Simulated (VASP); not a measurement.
Output of a VASP run:

File OSZICAR:
```
       N       E                     dE             d eps       ncg     rms          rms(c)
DAV:   1     0.159208691037E+03    0.15921E+03   -0.11899E+04  1520   0.149E+03
DAV:   2    -0.122221807912E+02   -0.17143E+03   -0.16681E+03  1526   0.305E+02
DAV:   3    -0.211014910127E+02   -0.88793E+01   -0.85284E+01  1759   0.835E+01
DAV:   4    -0.213859175816E+02   -0.28443E+00   -0.28201E+00  1732   0.141E+01
DAV:   5    -0.213951732699E+02   -0.92557E-02   -0.92498E-02  1893   0.267E+00    0.125E+01
DAV:   6    -0.255047097906E+02   -0.41095E+01   -0.42087E+01  1668   0.113E+02    0.205E+01
DAV:   7    -0.200399022353E+02    0.54648E+01   -0.15042E+01  1654   0.778E+01    0.374E+00
DAV:   8    -0.200643838099E+02   -0.24482E-01   -0.20738E+00  2105   0.143E+01    0.263E+00
DAV:   9    -0.200146481765E+02    0.49736E-01   -0.28263E-01  1769   0.827E+00    0.607E-01
DAV:  10    -0.200150237833E+02   -0.37561E-03   -0.68845E-03  1753   0.987E-01    0.486E-01
DAV:  11    -0.200147572637E+02    0.26652E-03   -0.84587E-04  1698   0.250E-01    0.993E-02
DAV:  12    -0.200147106642E+02    0.46599E-04   -0.34464E-04  2188   0.279E-01    0.501E-02
DAV:  13    -0.200147079914E+02    0.26728E-05   -0.29847E-05  1795   0.513E-02    0.182E-02
DAV:  14    -0.200147085348E+02   -0.54337E-06   -0.48329E-06  1658   0.186E-02    0.533E-03
DAV:  15    -0.200147077853E+02    0.74952E-06   -0.13263E-06  1867   0.962E-03    0.169E-03
DAV:  16    -0.200147078818E+02   -0.96528E-07   -0.91125E-08   913   0.380E-03
   1 F= -.20014708E+02 E0= -.20014424E+02  d E =-.850827E-03
```

**OUTCAR**
```
------------------------ aborting loop because EDIFF is reached ----------------------------------------
  FORCE on cell =-STRESS in cart. coord.  units (eV):
  Direction    XX          YY          ZZ          XY          YZ          ZX
  --------------------------------------------------------------------------------------
  Total       -4.8140781     -4.8140785     -4.6649841      0.0000000      0.0000000      0.0000000
  in kB      -97.2684236    -97.2684331    -94.2559804      0.0000000      0.0000000      0.0000000
  external PRESSURE =     -96.2642790 kB  Pullay stress =       0.0000000 kB
  volume of cell :       79.30
      direct lattice vectors                 reciprocal lattice vectors
     2.065070161 -3.576806615  0.000000000     0.242122524 -0.139789498  0.000000000
     2.065070161  3.576806615  0.000000000     0.242122524  0.139789498  0.000000000
     0.000000000  0.000000000  5.367741159     0.000000000  0.000000000  0.186298104
 POSITION                                       TOTAL-FORCE (eV/Angst)
 -----------------------------------------------------------------------------------
      0.00000      0.00000      2.68387         0.000000      0.000000      0.000000
      0.00000      0.00000      0.00000         0.000000      0.000000      0.000000
      2.06507      1.19227      1.34194         0.000000     -0.000000      0.000000
      2.06507     -1.19227      4.02581        -0.000000      0.000000     -0.000000
 -----------------------------------------------------------------------------------
    total drift:                               -0.000000      0.000000      0.000000
  FREE ENERGIE OF THE ION-ELECTRON SYSTEM (eV)
  ---------------------------------------------------
  free  energy   TOTEN  =       -20.0147078818 eV

  energy  without entropy=      -20.0138570545  energy(sigma->0) =      -20.01442427
```
(Selected blocks of OUTCAR.)

File POSCAR:
```
NiSb
1
    2.0650701607    -3.5768066147     0.0000000000
    2.0650701607     3.5768066147     0.0000000000
    0.0000000000     0.0000000000     5.3677411588
Ni Sb
2 2
Direct
  0.0000000000   0.0000000000   0.5000000000
  0.0000000000   0.0000000000   0.0000000000
  0.3333330000   0.6666670000   0.2500000000
  0.6666670000   0.3333330000   0.7500000000
```

Reconstruct the remaining input files.

One answer among several that fit: the input of the run itself, PBE GGA, plane waves, VASP's PBE PAW potentials (set 64).

### KPOINTS
```
Automatic mesh
0
Gamma
8 8 6
0 0 0
```

INCAR:
```
ALGO = Normal
EDIFF = 1E-7
ENCUT = 480
GGA = PE
ISIF = 2
ISMEAR = 1
LASPH = T
LCHARG = F
LMAXMIX = 4
LREAL = F
LWAVE = F
NELM = 100
PREC = Accurate
SIGMA = 0.1
SYSTEM = NiSb
```

POTCAR, in this order: Ni Sb (PBE.64 set). Program: vasp_std.

The compound is NiSb in the NiAs type structure. This cell was strained or had an atom moved on purpose. The run is not spin-polarised, so no magnetic state was tried.
